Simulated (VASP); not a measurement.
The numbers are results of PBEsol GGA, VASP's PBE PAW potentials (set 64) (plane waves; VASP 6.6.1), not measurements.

The input files of a VASP run:

POSCAR:
```
TiAl3
1
   -1.9076650000     1.9076650000     4.2729650000
    1.9076650000    -1.9076650000     4.2729650000
    1.9076650000     1.9076650000    -4.2729650000
Ti Al
1 3
Direct
  0.0000000000   0.0000000000   0.0000000000
  0.5000000000   0.5000000000   0.0000000000
  0.7500000000   0.2500000000   0.5000000000
  0.2500000000   0.7500000000   0.5000000000
```

**KPOINTS**
```
Regular mesh
0
G
8 8 8
0 0 0
```

### INCAR
```
LCHARG = .False.
SIGMA = 0.272   # width (eV)
LMAXMIX = 4
EDIFF = 1E-6
ENCUT = 300   # plane-wave cut-off (eV)
ISIF = 2
GGA = PS   # PBEsol
LASPH = .True.   # aspherical one-centre terms
PREC = Accurate
ISMEAR = 1
NELM = 100
LREAL = .False.
ALGO = Normal   # blocked Davidson
SYSTEM = TiAl3
LWAVE = .False.
```

POTCAR, in this order: Ti_sv Al (PBE.64 set). Program: vasp_std.

What VASP printed:

OSZICAR:
```
       N       E                     dE             d eps       ncg     rms          rms(c)
DAV:   1     0.785388285451E+02    0.78539E+02   -0.70654E+03  1684   0.950E+02
DAV:   2    -0.183054496121E+02   -0.96844E+02   -0.95632E+02  1748   0.271E+02
DAV:   3    -0.242075758843E+02   -0.59021E+01   -0.57334E+01  2644   0.616E+01
DAV:   4    -0.243171319495E+02   -0.10956E+00   -0.10945E+00  2014   0.863E+00
DAV:   5    -0.243211591088E+02   -0.40272E-02   -0.40270E-02  2646   0.150E+00    0.114E+01
DAV:   6    -0.229808019870E+02    0.13404E+01   -0.29892E+01  2436   0.443E+01    0.657E+00
DAV:   7    -0.223029371922E+02    0.67786E+00   -0.97559E+00  2126   0.238E+01    0.308E+00
DAV:   8    -0.222541278044E+02    0.48809E-01   -0.13581E+00  2234   0.101E+01    0.154E+00
DAV:   9    -0.222141614192E+02    0.39966E-01   -0.39767E-01  2262   0.518E+00    0.221E-01
DAV:  10    -0.222150016147E+02   -0.84020E-03   -0.64225E-03  2084   0.698E-01    0.265E-01
DAV:  11    -0.222136156940E+02    0.13859E-02   -0.90853E-03  2366   0.733E-01    0.451E-02
DAV:  12    -0.222136275251E+02   -0.11831E-04   -0.10610E-04  1940   0.922E-02    0.200E-02
DAV:  13    -0.222136241730E+02    0.33520E-05   -0.18277E-05  2438   0.410E-02    0.235E-03
DAV:  14    -0.222136241224E+02    0.50624E-07   -0.57709E-07  1258   0.539E-03
   1 F= -.22213624E+02 E0= -.22215921E+02  d E =0.689147E-02
```

**OUTCAR**
```
------------------------ aborting loop because EDIFF is reached ----------------------------------------
  FORCE on cell =-STRESS in cart. coord.  units (eV):
  Direction    XX          YY          ZZ          XY          YZ          ZX
  --------------------------------------------------------------------------------------
  Total        0.0030208      0.0030208      0.0343923      0.0000000      0.0000000      0.0000000
  in kB        0.0778108      0.0778108      0.8858862      0.0000000      0.0000000      0.0000000
  external PRESSURE =       0.3471693 kB  Pullay stress =       0.0000000 kB
  volume of cell :       62.20
      direct lattice vectors                 reciprocal lattice vectors
    -1.907665000  1.907665000  4.272965000     0.000000000  0.262100526  0.117014766
     1.907665000 -1.907665000  4.272965000     0.262100526  0.000000000  0.117014766
     1.907665000  1.907665000 -4.272965000     0.262100526  0.262100526  0.000000000
 POSITION                                       TOTAL-FORCE (eV/Angst)
 -----------------------------------------------------------------------------------
      0.00000      0.00000      0.00000         0.000000     -0.000000      0.000000
      0.00000      0.00000      4.27297         0.000000     -0.000000      0.000000
     -0.00000      1.90767      2.13648         0.000000     -0.000000      0.000000
      1.90767     -0.00000      2.13648        -0.000000      0.000000     -0.000000
 -----------------------------------------------------------------------------------
    total drift:                               -0.000000      0.000000      0.000000
  FREE ENERGIE OF THE ION-ELECTRON SYSTEM (eV)
  ---------------------------------------------------
  free  energy   TOTEN  =       -22.2136241224 eV

  energy  without entropy=      -22.2205155888  energy(sigma->0) =      -22.21592128
```
(Selected blocks of OUTCAR.)

At this cut-off the stress carries a Pulay error, which pulls relaxed volumes low.

The structure comes from a computed database's TiAl3 entry; how it stands against other phases isn't given here. The cell was not relaxed at this level. The run is one of a series of settings (KPOINTS 8×8×8 Γ-centred mesh against the base run), some of them coarse on purpose. The electron count is odd and the run is not spin-polarised, which forces a metal.
